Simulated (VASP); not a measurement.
Method: PBE GGA, VASP's PBE PAW potentials (set 64) (plane waves; VASP).

VASP ran on this input.

INCAR:
```
# general
SYSTEM  = Sb
PREC    = Accurate
ENCUT   = 520
LREAL   = .FALSE.
LASPH   = .TRUE.

# electronic loop
EDIFF   = 1E-7
NELM    = 100
ALGO    = Normal
LMAXMIX = 4

# smearing
ISMEAR  = -5

# functional
GGA     = PE

# ions
ISIF    = 2

# output
LWAVE   = .FALSE.
LCHARG  = .TRUE.
LORBIT  = 11
NEDOS   = 601
```

File KPOINTS:
```
Automatic
0
Gamma
 8 8 8
0 0 0
```

POSCAR:
```
Sb
1
    4.0218117093    -2.1929380069    -0.0017215293
    4.0218117093     2.1929380069    -0.0017215293
    2.8276302604     0.0000000000     3.6039498977
Sb
2
Direct
  0.2329493557   0.2329493557   0.2329493557
  0.7670506443   0.7670506443   0.7670506443
```

POTCAR, in this order: Sb (PBE.64 set). Program: vasp_std.

### Question
What will the output report for the number of irreducible k-points (NKPTS), largest plane-wave count, number of space-group operations, FFT grid (NGX, NGY, NGZ)?

### Answer

- number of irreducible k-points (NKPTS): 65
- largest plane-wave count: 1736
- number of space-group operations: 12
- FFT grid (NGX, NGY, NGZ): 36 × 36 × 36

The compound is Sb in the a7 structure. It was relaxed first, which changed the volume by +5 %.
